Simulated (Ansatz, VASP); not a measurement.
## NbB8 in VASP and in Ansatz

```
Nb B
1.0
    -3.38706    3.38706    3.38706
     3.38706   -3.38706    3.38706
     3.38706    3.38706   -3.38706
Nb B
1 8
Direct
  0.00000 0.00000 0.00000
  0.63844 0.63844 0.63844
  0.00000 0.00000 0.36156
  0.00000 0.36156 0.00000
  0.36156 0.00000 0.00000
  0.00000 0.00000 0.63844
  0.36156 0.36156 0.36156
  0.00000 0.63844 0.00000
  0.63844 0.00000 0.00000
```

Alike in both runs: task relaxation of cell and atoms; functional PBE; k mesh 8 × 8 × 8; occupations gaussian, width 0.1 eV; no spin polarisation.

```csv
,VASP,Ansatz
version,VASP 6.6.1,Ansatz 0.2.0
potentials or method,"VASP PAW PBE potentials, release 64 (Nb_sv, B)","scalar-relativistic, plane waves, PAW"
plane-wave cutoff (eV),600,420
valence electrons in the cell,37,37
```

```csv
,VASP,Ansatz,Ansatz less VASP
"gap on the k mesh at the Fermi level, each at its own relaxed structure (eV)",none,none,-
relaxed volume (Å³/atom),17.24,17.28,+0.042
relaxed cell length with the largest relative difference (Å),5.863,5.868,+0.0048
```

A gap of «none» marks a metal or a gap that the smearing closes.
